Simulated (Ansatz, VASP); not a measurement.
# NiHO2 (NiHO2 monolayer) in two plane-wave programs, part 2 of 3

One calculation is typed for both programs; each brings its own data sets. How far apart do they land? The cell is taken from a series of runs on this material, whose earlier steps may have relaxed, scaled, displaced or heated it; both programs get it as it stands.

VASP 6.6.1 and Ansatz 0.2.0.

So far: Starting point; Ansatz: single point, PBEsol, DFT+U, pair 1.

## Step 3: VASP: single point, PBEsol, DFT+U, pair 1

Level of this step: PBEsol, DFT+U (Ni d 7.2 eV), spin-polarised from a ferrimagnetic start; plane waves and PAW (Ni, O, H) (VASP).

The same cell, functional, mesh and smearing now go to VASP, with its own data sets.

Lines of VASP's logs that name or quote its potential files are left out, and so is its time.

Input file INCAR:

```
SYSTEM = NiHO2
PREC = Accurate
ENCUT = 520
EDIFF = 1E-06
NELM = 200
ISMEAR = -1
SIGMA = 0.05
LREAL = .FALSE.
ALGO = Normal
GGA = PS
NBANDS = 53
ISPIN = 2
MAGMOM = 1.41 1.45 -1.53 -0.49 0.12 -0.52 0.01 -0.01 -0.01 0 0 -0
LDAU = .TRUE.
LDAUTYPE = 2
LDAUL = 2 -1 -1
LDAUU = 7.2 0 0
LDAUJ = 0 0 0
LDAUPRINT = 1
LASPH = .TRUE.
LMAXMIX = 4
LORBIT = 11
LWAVE = .FALSE.
LCHARG = .FALSE.
ISIF = 2
GGA_COMPAT = .FALSE.
KPAR = 2
```

Input file POSCAR:

```
NiHO2
1.0
    2.9785591380      0.0000002890      0.0000000000
   -4.4678394570      7.7385232080      0.0000000000
    0.0000000000      0.0000000000     17.9903920000
Ni O H
3 6 3
Direct
    0.6666670000      0.1111110000      0.4720140000
    0.6666670000      0.4444443333      0.4720140000
    0.6666670000      0.7777776667      0.4720140000
    0.0000003335      0.3333332223      0.4168890000
    0.0000003335      0.6666665557      0.4168890000
    0.0000003335      0.9999998890      0.4168890000
    0.3333336665      0.2222221110      0.5284540000
    0.3333336665      0.5555554443      0.5284540000
    0.3333336665      0.8888887777      0.5284540000
    0.3333336665      0.2222221110      0.5831110000
    0.3333336665      0.5555554443      0.5831110000
    0.3333336665      0.8888887777      0.5831110000
```

Input file KPOINTS:

```
Automatic mesh
0
Gamma
15 5 1
0 0 0
```

PAW data sets: Ni, O and H (PBE family, release 64).

Started as:

```bash
$ mpirun -np 2 vasp_std
```

Numbers of over 12 decimals in the logs are rounded to 6 here.

The log of the run:

```text
[banner, memory and clock lines left out]
running    2 mpi-ranks, on    1 nodes
 distrk:  each k-point on    1 cores,    2 groups
 distr:  one band on    1 cores,    1 groups

 POSCAR found type information on POSCAR NiO H
 POSCAR found :  3 types and      12 ions
|                                                                             |
|               ----> ADVICE to this user running VASP <----                  |
|                                                                             |
|     You enforced a specific xc type in the INCAR file but a different       |
|     [... a line on the potential file left out ...]
|     I HOPE YOU KNOW WHAT YOU ARE DOING!                                     |
|                                                                             |

 LDA part: xc-table for (Slater+PW92), standard interpolation
 POSCAR, INCAR and KPOINTS ok, starting setup
 FFT: planning ... GRIDC
 FFT: planning ... GRID_SOFT
 FFT: planning ... GRID
 WAVECAR not read
 entering main loop
       N       E                     dE             d eps       ncg     rms          rms(c)
DAV:   1     0.630366624215E+03    0.63037E+03   -0.28314E+04  5096   0.110E+03
DAV:   2     0.551028314934E+02   -0.57526E+03   -0.52919E+03  6206   0.285E+02
DAV:   3    -0.633063780640E+02   -0.11841E+03   -0.11542E+03  5968   0.143E+02
DAV:   4    -0.672153109880E+02   -0.39089E+01   -0.38919E+01  5952   0.314E+01
DAV:   5    -0.672836797524E+02   -0.68369E-01   -0.68315E-01  6247   0.427E+00    0.476E+01
DAV:   6    -0.626538674423E+02    0.46298E+01   -0.13099E+02  8085   0.181E+02    0.726E+01
DAV:   7    -0.587549902685E+02    0.38989E+01   -0.47616E+01  6745   0.777E+01    0.323E+01
DAV:   8    -0.647707821064E+02   -0.60158E+01   -0.11062E+02  7943   0.508E+01    0.293E+01
DAV:   9    -0.624458561639E+02    0.23249E+01   -0.66660E+01  7822   0.270E+01    0.241E+01
DAV:  10    -0.581197604534E+02    0.43261E+01   -0.14939E+01  8006   0.250E+01    0.148E+01
DAV:  11    -0.583369431161E+02   -0.21718E+00   -0.41558E+00  7400   0.213E+01    0.733E+00
DAV:  12    -0.585314088191E+02   -0.19447E+00   -0.13239E+00  7263   0.174E+01    0.789E+00
DAV:  13    -0.587277570466E+02   -0.19635E+00   -0.13108E+00  6554   0.498E+00    0.100E+01
DAV:  14    -0.583327412253E+02    0.39502E+00   -0.30791E-01  6596   0.587E+00    0.756E+00
[...]
DAV:  42    -0.587513235994E+02   -0.25065E-04   -0.38978E-06  5196   0.170E-02    0.592E-03
DAV:  43    -0.587513426444E+02   -0.19045E-04   -0.17090E-06  4402   0.113E-02    0.531E-03
DAV:  44    -0.587513506731E+02   -0.80287E-05   -0.74618E-07  4040   0.715E-03    0.375E-03
DAV:  45    -0.587513542740E+02   -0.36009E-05   -0.43675E-07  4083   0.589E-03    0.192E-03
DAV:  46    -0.587513582256E+02   -0.39516E-05   -0.44453E-07  3918   0.834E-03    0.167E-03
DAV:  47    -0.587513612270E+02   -0.30014E-05   -0.77864E-07  4214   0.516E-03    0.243E-03
DAV:  48    -0.587513622373E+02   -0.10103E-05   -0.24477E-07  4054   0.431E-03    0.130E-03
DAV:  49    -0.587513632133E+02   -0.97600E-06   -0.21239E-07  3936   0.436E-03
   1 F= -.58751363E+02 E0= -.58718042E+02  d E =-.666419E-01  mag=     0.0855
```

OUTCAR, selected parts (step 3):

```text
ion  position               nearest neighbor table
   1  0.667  0.111  0.472-   6 1.99   6 1.99   4 1.99   7 2.00   7 2.00   9 2.00   2 2.98   3 2.98
                             2 2.98   3 2.98
   2  0.667  0.444  0.472-   4 1.99   4 1.99   5 1.99   8 2.00   8 2.00   7 2.00   1 2.98   1 2.98
                             3 2.98   3 2.98
   3  0.667  0.778  0.472-   5 1.99   5 1.99   6 1.99   9 2.00   9 2.00   8 2.00   1 2.98   1 2.98
                             2 2.98   2 2.98
   4  0.000  0.333  0.417-   2 1.99   2 1.99   1 1.99
   5  0.000  0.667  0.417-   3 1.99   3 1.99   2 1.99
   6  0.000  1.000  0.417-   1 1.99   1 1.99   3 1.99
   7  0.333  0.222  0.528-  10 0.98   1 2.00   1 2.00   2 2.00
   8  0.333  0.556  0.528-  11 0.98   2 2.00   2 2.00   3 2.00
   9  0.333  0.889  0.528-  12 0.98   3 2.00   3 2.00   1 2.00
  10  0.333  0.222  0.583-   7 0.98
  11  0.333  0.556  0.583-   8 0.98
  12  0.333  0.889  0.583-   9 0.98

  LATTYP: Found a base centered orthorhombic cell.
 ALAT       =     2.9785591380
 B/A-ratio  =     5.1961524233
 C/A-ratio  =     6.0399646831

 Subroutine GETGRP returns: Found  2 space group operations
 (whereof  2 operations were pure point group operations)

The static configuration has the point symmetry C_1h.

 Found     24 irreducible k-points:

   k-points           NKPTS =     24   k-points in BZ     NKDIM =     24   number of bands    NBANDS=     53

   dimension x,y,z NGX =    24 NGY =   70 NGZ =  140
   dimension x,y,z NGXF=    48 NGYF=  140 NGZF=  280

   ENCUT  =  520.0 eV  38.22 Ry    6.18 a.u.   5.54 16.61 33.45*2*pi/ulx,y,z

   NELECT =      69.0000    total number of electrons

 k-points in reciprocal lattice and weights: Automatic mesh
   0.00000000  0.00000000  0.00000000       0.013
   0.06666667  0.00000000  0.00000000       0.053
   0.13333333  0.00000000  0.00000000       0.053
   0.20000000  0.00000000  0.00000000       0.053
   0.26666667  0.00000000  0.00000000       0.053
   0.33333333  0.00000000  0.00000000       0.027
   0.40000000  0.00000000  0.00000000       0.053
   0.46666667 -0.00000000  0.00000000       0.053
   0.00000000  0.20000000  0.00000000       0.027
[...]
0.40000000  0.40000000  0.00000000       0.027
  -0.26666667  0.40000000  0.00000000       0.027

atom =   1  type =  1  l = 2

 onsite density matrix

spin component  1

  0.9725 -0.0000  0.0000 -0.0102  0.0000
 -0.0000  0.9810  0.0059  0.0000 -0.0066
  0.0000  0.0059  0.9831 -0.0000  0.0093
 -0.0102  0.0000 -0.0000  0.9832  0.0000
  0.0000 -0.0066  0.0093  0.0000  0.9763

spin component  2

  0.7341 -0.0000 -0.0000 -0.3683 -0.0000
 -0.0000  0.4822 -0.0178 -0.0000 -0.3702
 -0.0000 -0.0178  0.9852  0.0000 -0.0128
 -0.3683 -0.0000  0.0000  0.4598  0.0000
 -0.0000 -0.3702 -0.0128  0.0000  0.7193

 occupancies and eigenvectors

  o =  0.2040  v =  0.0000  0.0000  0.0000  0.0000  0.0000 -0.5705 -0.0000 -0.0000 -0.8213  0.0000      0.0000  0.0000  0.0000  0.0000  0.0000  0.0000  0.0000  0.0000  0.0000  0.0000
  o =  0.2114  v =  0.0000  0.0000  0.0000  0.0000  0.0000 -0.0000 -0.8074 -0.0283  0.0000 -0.5893      0.0000  0.0000  0.0000  0.0000  0.0000  0.0000  0.0000  0.0000  0.0000  0.0000
  o =  0.9649  v = -0.0000 -0.4814  0.5203  0.0000 -0.7054  0.0000  0.0000  0.0000  0.0000  0.0000      0.0000  0.0000  0.0000  0.0000  0.0000  0.0000  0.0000  0.0000  0.0000  0.0000
  o =  0.9663  v =  0.8561  0.0000 -0.0000  0.5168 -0.0000  0.0000  0.0000  0.0000  0.0000  0.0000      0.0000  0.0000  0.0000  0.0000  0.0000  0.0000  0.0000  0.0000  0.0000  0.0000
  o =  0.9856  v = -0.0000  0.8510  0.0849 -0.0000 -0.5182  0.0000  0.0000  0.0000  0.0000  0.0000      0.0000  0.0000  0.0000  0.0000  0.0000  0.0000  0.0000  0.0000  0.0000  0.0000
  o =  0.9858  v =  0.0000  0.0000  0.0000  0.0000  0.0000  0.0000  0.0033  0.9986 -0.0000 -0.0524      0.0000  0.0000  0.0000  0.0000  0.0000  0.0000  0.0000  0.0000  0.0000  0.0000
  o =  0.9893  v =  0.5168 -0.0000  0.0000 -0.8561 -0.0000  0.0000  0.0000  0.0000  0.0000  0.0000      0.0000  0.0000  0.0000  0.0000  0.0000  0.0000  0.0000  0.0000  0.0000  0.0000
  o =  0.9895  v =  0.0000  0.0000  0.0000  0.0000  0.0000  0.0000 -0.5899  0.0443  0.0000  0.8062      0.0000  0.0000  0.0000  0.0000  0.0000  0.0000  0.0000  0.0000  0.0000  0.0000
[...]
o =  0.9889  v =  0.0000  0.0000  0.0000  0.0000  0.0000  0.0000 -0.6310  0.1473  0.0000  0.7617      0.0000  0.0000  0.0000  0.0000  0.0000  0.0000  0.0000  0.0000  0.0000  0.0000
  o =  0.9895  v =  0.0000  0.0000  0.0000  0.0000  0.0000 -0.7059  0.0000  0.0000  0.7083  0.0000      0.0000  0.0000  0.0000  0.0000  0.0000  0.0000  0.0000  0.0000  0.0000  0.0000
  o =  1.0707  v =  0.0000  0.0000  0.0000  0.0000  0.0000 -0.0000 -0.7713 -0.0130  0.0000 -0.6364      0.0000  0.0000  0.0000  0.0000  0.0000  0.0000  0.0000  0.0000  0.0000  0.0000

 average (electrostatic) potential at core
       1 -94.4414       2 -94.2523       3 -93.7699       4 -77.6566       5 -77.4022
       6 -77.6142       7 -79.0247       8 -78.7408       9 -78.7717      10 -42.8644
      11 -42.6395      12 -42.6706

 E-fermi :  -3.4299

 spin component 1
 k-point     1 :       0.0000    0.0000    0.0000
  band No.  band energies     occupation
    ...
     30      -4.8809      1.00000
     31      -4.5649      1.00000
     32      -4.2495      1.00000
     33      -4.0203      0.99999
     34      -3.5285      0.87786
     35      -3.0268      0.00032
     36      -3.0199      0.00027
     37      -2.7945      0.00000
     38      -1.3225      0.00000
     39       0.5849      0.00000
    ...

 k-point     2 :       0.0667    0.0000    0.0000
  band No.  band energies     occupation
    ...
     30      -4.8653      1.00000
     31      -4.6303      1.00000
     32      -4.1723      1.00000
     33      -4.0277      0.99999
     34      -3.5176      0.85264
     35      -3.1060      0.00154
     36      -3.0587      0.00060
     37      -2.8969      0.00002
     38      -1.2178      0.00000
     39       0.4349      0.00000
    ...

 k-point     3 :       0.1333    0.0000    0.0000
  band No.  band energies     occupation
    ...
     30      -4.8604      1.00000
     31      -4.6331      1.00000
     32      -4.0955      1.00000
     33      -4.0187      0.99999
     34      -3.5034      0.81310
     35      -3.3096      0.08282
     36      -3.2459      0.02460
     37      -3.0303      0.00034
     38      -0.9276      0.00000
     39       0.2998      0.00000
    ...

 k-point     4 :       0.2000    0.0000    0.0000
  band No.  band energies     occupation
    ...
     31      -4.7049      1.00000
     32      -4.1658      1.00000
     33      -4.0183      0.99999
     34      -3.6101      0.97354
     35      -3.5199      0.85830
     36      -3.3111      0.08508
     37      -3.0882      0.00108
     38      -0.4905      0.00000
     39       0.2943      0.00000
     40       0.9095      0.00000
    ...

 k-point     5 :       0.2667    0.0000    0.0000
  band No.  band energies     occupation
    ...
     31      -4.9478      1.00000
     32      -4.4324      1.00000
     33      -4.1097      1.00000
     34      -3.6444      0.98650
     35      -3.5722      0.94510
     36      -3.2545      0.02909
     37      -3.1053      0.00151
     38       0.0547      0.00000
     39       0.4362      0.00000
     40       0.9710      0.00000
    ...

 k-point     6 :       0.3333    0.0000    0.0000
  band No.  band energies     occupation
    ...
     31      -5.2205      1.00000
     32      -4.6135      1.00000
     33      -4.2167      1.00000
     34      -3.6201      0.97821
     35      -3.5360      0.89317
     36      -3.2349      0.01985
     37      -3.0987      0.00133
     38       0.5127      0.00000
     39       0.8021      0.00000
     40       1.1897      0.00000
    ...

  Total       -4.0894887     -3.0302103     -3.9171738     -0.0000001     -0.3606594      0.0000000
  in kB      -15.8006380    -11.7078833    -15.1348617     -0.0000004     -1.3934868      0.0000001
  external PRESSURE =     -14.2144610 kB  Pullay stress =       0.0000000 kB

  energy-cutoff  :      520.00
  volume of cell :      414.67
      direct lattice vectors                 reciprocal lattice vectors
     2.978559138  0.000000289  0.000000000     0.335732781  0.193835455  0.000000000
    -4.467839457  7.738523208  0.000000000    -0.000000013  0.129223615  0.000000000
     0.000000000  0.000000000 17.990392000     0.000000000  0.000000000  0.055585226

 POSITION                                       TOTAL-FORCE (eV/Angst)
 -----------------------------------------------------------------------------------
      1.48928      0.85984      8.49172         0.000000     -0.059929     -0.951037
      0.00000      3.43934      8.49172        -0.000000      0.316835     -1.027065
     -1.48928      6.01885      8.49172         0.000000     -0.111209     -0.989249
     -1.48928      2.57951      7.50000         0.000000     -0.118811      0.942348
     -2.97856      5.15901      7.50000         0.000000     -0.261250      0.861571
     -4.46784      7.73852      7.50000        -0.000000      0.475043      0.770237
      0.00000      1.71967      9.50709         0.000000     -0.086961      0.415292
     -1.48928      4.29918      9.50709         0.000000     -0.259595      0.707490
     -2.97856      6.87869      9.50709        -0.000000      0.128828      0.647337
      0.00000      1.71967     10.49040         0.000000     -0.026015     -0.434822
     -1.48928      4.29918     10.49040         0.000000     -0.033900     -0.456000
     -2.97856      6.87869     10.49040        -0.000000      0.036964     -0.486102
 -----------------------------------------------------------------------------------
    total drift:                               -0.010537     -0.000090     -0.001351

  FREE ENERGIE OF THE ION-ELECTRON SYSTEM (eV)
  ---------------------------------------------------
  free  energy   TOTEN  =       -58.7513632133 eV

  energy  without entropy=      -58.6847212956  energy(sigma->0) =      -58.71804225

 total charge
# of ion       s       p       d       tot
------------------------------------------
    1        0.403   0.535   8.245   9.183
    2        0.401   0.538   8.254   9.194
    3        0.398   0.540   8.295   9.233
    4        1.583   3.244   0.000   4.827
    5        1.581   3.252   0.000   4.834
    6        1.582   3.248   0.000   4.831
    7        1.556   3.541   0.000   5.097
    8        1.555   3.545   0.000   5.101
    9        1.553   3.546   0.000   5.099
   10        0.612   0.112   0.000   0.724
   11        0.613   0.112   0.000   0.725
   12        0.612   0.112   0.000   0.724
--------------------------------------------------
tot         12.450  22.327  24.795  59.572

 magnetization (x)
# of ion       s       p       d       tot
------------------------------------------
    1        0.017  -0.002   1.514   1.529
    2        0.014  -0.001   1.540   1.553
    3       -0.005   0.003  -1.680  -1.681
    4       -0.001  -0.489   0.000  -0.490
    5       -0.002  -0.016   0.000  -0.018
    6       -0.005  -0.573   0.000  -0.578
    7        0.013  -0.002   0.000   0.011
    8        0.003  -0.022   0.000  -0.019
    9       -0.004  -0.011   0.000  -0.016
   10        0.003   0.000   0.000   0.003
   11        0.001  -0.000   0.000   0.001
   12       -0.001  -0.000   0.000  -0.001
--------------------------------------------------
tot          0.034  -1.113   1.374   0.294

[... 6 further parts left out ...]
```

The magnetic state follows from one typed start and may not be the lowest.

## Step 4: Differences

Known differences besides the potentials themselves: VASP starts from the moments at which Ansatz ended; U acts on the PAW sphere in VASP and on atomic orbitals in Ansatz, so only states and trends compare; the data sets hold 93 valence electrons in Ansatz (on its default PAW (the set named soft_2) files) and 69 in VASP; the cutoff is 420 eV in Ansatz and 520 eV in VASP; Ansatz makes its cores anew for this functional, VASP keeps those of its PBE data sets; site moments are counted in spheres of each program's own size. Total energies have different zeros and are not compared.

Compared:

| quantity | Ansatz | VASP | difference |
| --- | --- | --- | --- |
| total moment (μB) | 0.40 | 0.09 | +0.32 |
| moment on Ni3 (μB) | -1.53 | -1.68 | +0.15 |
| moment on Ni2 (μB) | 1.45 | 1.55 | -0.10 |
| moment on Ni1 (μB) | 1.41 | 1.53 | -0.11 |
| moment on O6 (μB) | -0.52 | -0.58 | +0.06 |
| moment on O4 (μB) | -0.49 | -0.49 | 0.00 |
| moment on O5 (μB) | 0.12 | -0.02 | +0.14 |

With vacuum in the cell, a pressure given here is an average over mostly empty space and none of the material. The two runs ended with unlike total or site moments, perhaps in different magnetic states; the other differences may follow from that, so they don't measure the programs' precision.

## Step 5: Ansatz: single point, PBEsol, DFT+U, pair 2

A single point gives forces, pressure and levels at one fixed geometry, so differences don't come from the geometry; what else differs is listed under the comparison.

The cell is taken from a series of runs on this material, whose earlier steps may have relaxed, scaled, displaced or heated it; both programs get it as it stands.

Input file input.yaml:

```yaml
crystal:
  lattice:
    - [-5.0e-07, 5.159015761, 0.0]
    - [-4.467839457, 7.738523208, 0.0]
    - [0.0, 0.0, 17.990392]
  atoms:
    - { symbol: Ni, position: [0.666667, 0.666666333, 0.472014], spin: 2.0 }
    - { symbol: Ni, position: [0.666667, 0.999999667, 0.472014], spin: 2.0 }
    - { symbol: Ni, position: [0.666667, 0.333333, 0.472014], spin: 2.0 }
    - { symbol: O, position: [3.33e-07, 0.333333, 0.416889] }
    - { symbol: O, position: [3.33e-07, 0.666666334, 0.416889] }
    - { symbol: O, position: [3.33e-07, 0.999999667, 0.416889] }
    - { symbol: O, position: [0.333333667, 0.999999666, 0.528454] }
    - { symbol: O, position: [0.333333667, 0.333333, 0.528454] }
    - { symbol: O, position: [0.333333667, 0.666666333, 0.528454] }
    - { symbol: H, position: [0.333333667, 0.999999666, 0.583111] }
    - { symbol: H, position: [0.333333667, 0.333333, 0.583111] }
    - { symbol: H, position: [0.333333667, 0.666666333, 0.583111] }
magnetization:
  spin_polarized: true
kpoints:
  mp_grid: { grid: [15, 15, 1] }
hamiltonian:
  xc: pbesol
  hubbard:
    sites:
      - { species: Ni, l: d, u_eff: 1.2 }
      - { site: 0, l: d, u_eff: 1.2, starting_ns: [{ spin: up, occupation_matrix: ni1_major }, { spin: down, occupation_matrix: ni1_minor }] }
      - { site: 1, l: d, u_eff: 1.2, starting_ns: [{ spin: up, occupation_matrix: ni1_major }, { spin: down, occupation_matrix: ni1_minor }] }
      - { site: 2, l: d, u_eff: 1.2, starting_ns: [{ spin: up, occupation_matrix: ni1_major }, { spin: down, occupation_matrix: ni1_minor }] }
    projectors: ortho-atomic
    occupation_matrices:
      ni1_major:
        matrix:
          - [0.993, 0.0, 0.0, 0.0, 0.0]
          - [0.0, 0.875, 0.0, 0.0, 0.079]
          - [0.0, 0.0, 0.875, 0.079, 0.0]
          - [0.0, 0.0, 0.079, 0.928, 0.0]
          - [0.0, 0.079, 0.0, 0.0, 0.928]
      ni1_minor:
        matrix:
          - [0.987, 0.0, 0.0, 0.0, 0.0]
          - [0.0, 0.629, 0.0, 0.0, 0.283]
          - [0.0, 0.0, 0.629, 0.283, 0.0]
          - [0.0, 0.0, 0.283, 0.763, 0.0]
          - [0.0, 0.283, 0.0, 0.0, 0.763]
scf:
  occupations: { method: fermi_dirac, width: 0.05 }
output:
  eigenvalues: true
```

Started as:

```bash
$ ansatz run input.yaml --threads 4 --pin off --max-ram 8192MiB --backend cpu --events-out ev --progress --plain --runs-dir out
```

The log of the run:

```text
[...]
Crystal: 12 atoms, lattice volume = 414.672 Å³
Basis set: ecut = 420 eV, 8143 PW (Γ)
Bands: 62, of which v1, the nominal top of the filled ones, is band 47 counted from 1 (46 counted from 0)
Symmetry: 18 space group operations
[...]
k-points: 27 of 225 (time reversal used)
[...]
Starting moments: Σ|m| = 6 μB on 3 of 12 sites
[...]
k-point 1 ↑: bands = [... 43 lower, -3.1482, -2.7818, -1.7928, -1.7910, -1.6982, -1.6931, -0.9749, -0.9338, ... 11 higher]
  k-point 2 ↑: bands = [... 43 lower, -3.1388, -2.7391, -1.7960, -1.7860, -1.6819, -1.6448, -1.1111, -0.9666, ... 11 higher]
  k-point 26 ↓: bands = [... 43 lower, -2.5542, -2.5542, -0.7055, -0.7055, -0.7055, -0.0523, -0.0523, -0.0523, ... 11 higher]
Occupation matrices written to <dir>
[key lines of the parts left out:]
SCF converged after 18 iterations
Magnetization: 3.0000 μB (48.0000 up, 45.0000 down)
Free energy (F): -20817.752891 eV
Fermi energy:    -1.609621 eV
```

[end of part 2 of 3]

[Lines on the potential files, build, host, timing and source positions are cut from VASP's logs without a mark.]

[Logs are printed without paths, hosts, clocks, repeated set-up lines and the standing remarks that a program may print on its own settings, such as how far it seeks lower states.]

[Hosts, paths, dates, database ids (printed as entryN), source tags and the programs' standing remarks are cut or masked in the printed files.]
